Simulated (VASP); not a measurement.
```yaml
crystal:
  lattice:
    - [1.98564, -3.43924, 0.00000]
    - [1.98564, 3.43924, 0.00000]
    - [0.00000, 0.00000, 5.16129]
  atoms:
    - { symbol: Ni, position: [0.00000, 0.00000, 0.50000] }
    - { symbol: Ni, position: [0.00000, 0.00000, 0.00000] }
    - { symbol: Sb, position: [0.33333, 0.66667, 0.25000] }
    - { symbol: Sb, position: [0.66667, 0.33333, 0.75000] }
```

Calculation: PBE GGA, VASP's PBE PAW potentials (set 64) (plane waves; VASP). Run with 500 eV cut-off, 9×9×6 Γ-centred mesh, first-order Methfessel-Paxton smearing of 0.10 eV, potentials Ni Sb.

Unless said otherwise, spin-orbit coupling is left out, though it shifts the bands of the heavy elements here.

Problem. What does the run give for the energy per atom (σ→0), band gap (on the k-mesh) with the smallest direct gap where there is one?

Solution. 
| Item | Result |
|---|---|
| band gap (on the k-mesh) | none (metal, semimetal or under 0.01 eV) |
| energy per atom (σ→0) | -5.078 eV/atom |

The compound is NiSb in the NiAs type structure. It was relaxed first. The run is not spin-polarised, so no magnetic state was tried.
